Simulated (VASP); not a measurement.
ZnS (zinc blende): the lattice constant a from VASP (plane waves, PAW) at several levels of theory. Static lattice.  The measured value holds thermal and zero-point effects that the static calculation lacks.

```
level         lattice constant a (Å)  error against measurement
------------  ----------------------  -------------------------
LDA                            5.303                     -2.0 %
PBE                            5.448                     +0.7 %
PBEsol                         5.362                     -0.9 %
RPBE                           5.516                     +2.0 %
AM05                           5.375                     -0.6 %
PBE-D3(BJ)                     5.380                     -0.5 %
PBE-D4                         5.382                     -0.5 %
optB88-vdW                     5.436                     +0.5 %
rev-vdW-DF2                    5.413                     +0.1 %
revTPSS                        5.411                     +0.0 %
SCAN                           5.371                     -0.7 %
r2SCAN                         5.389                     -0.4 %
r2SCAN+rVV10                   5.370                     -0.7 %
HSE06                          5.426                     +0.3 %
HSEsol                         5.366                     -0.8 %
PBE0                           5.421                     +0.2 %
```

Measured: 5.410 Å (as given by Martin Albrecht et al., Physical review. B, Condensed matter (1997), arXiv:cond-mat/9706128).

The cell of the LDA run:

ZnS is taken in the cubic space group F-43m (No. 216), the zinc blende structure, Pearson symbol cF8. Lattice parameters: a = 5.303 Å, b = 5.303 Å, c = 5.303 Å, α = 90.00°, β = 90.00°, γ = 90.00°. Zn on 4a sees 4 S at 2.296 Å (tetrahedral). S on 4d sees 4 Zn at 2.296 Å (tetrahedral). (Neighbours: up to the widest gap in distance over summed covalent radii, below 1.35, at either atom; cation-cation and far metal-metal contacts left out.)
(The calculation used a cell of 2 atoms; values per cell refer to that cell.)

Only levels that ran to the end are used. Left out are those held back, those with too coarse a band path, GW runs whose mesh misses a band edge, hybrids' fits of cells that aren't cubic and levels without matching references; a question may draw on a part of the rest.

The compound is ZnS in the zinc blende structure.
